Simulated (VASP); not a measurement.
Calculation: LDA (Ceperley-Alder, Perdew-Zunger), VASP's LDA PAW potentials (set 64) (plane waves; VASP).

Input for VASP

File KPOINTS:
```
Automatic
0
Gamma
 10 10 10
0 0 0
```

**INCAR**
```
SYSTEM = InAs
PREC = Accurate
ENCUT = 520
EDIFF = 1E-6
NELM = 100
ALGO = Normal
LREAL = .FALSE.
LASPH = .TRUE.
ISMEAR = 1
SIGMA = 0.1
LMAXMIX = 4
LWAVE = .FALSE.
LCHARG = .FALSE.
IBRION = 2
ISIF = 3
NSW = 60
EDIFFG = -0.01
```

### POSCAR
```
InAs
1.0
  0.0000000000   3.0161634892   3.0161634892
  3.0161634892   0.0000000000   3.0161634892
  3.0161634892   3.0161634892   0.0000000000
In As
1 1
Cartesian
  0.0000000000   0.0000000000   0.0000000000
  1.5080817446   1.5080817446   1.5080817446
```

POTCAR, in this order: In_d As (LDA.64 set). Program: vasp_std.

### Question
What will the output report for the number of irreducible k-points (NKPTS), largest plane-wave count, number of space-group operations, FFT grid (NGX, NGY, NGZ)?

### Answer

- number of irreducible k-points (NKPTS) = 47
- largest plane-wave count = 1492
- number of space-group operations = 24
- FFT grid (NGX, NGY, NGZ) = 32 × 32 × 32

The compound is InAs in the zinc blende structure. It was relaxed first. The start is the result of an earlier pass.
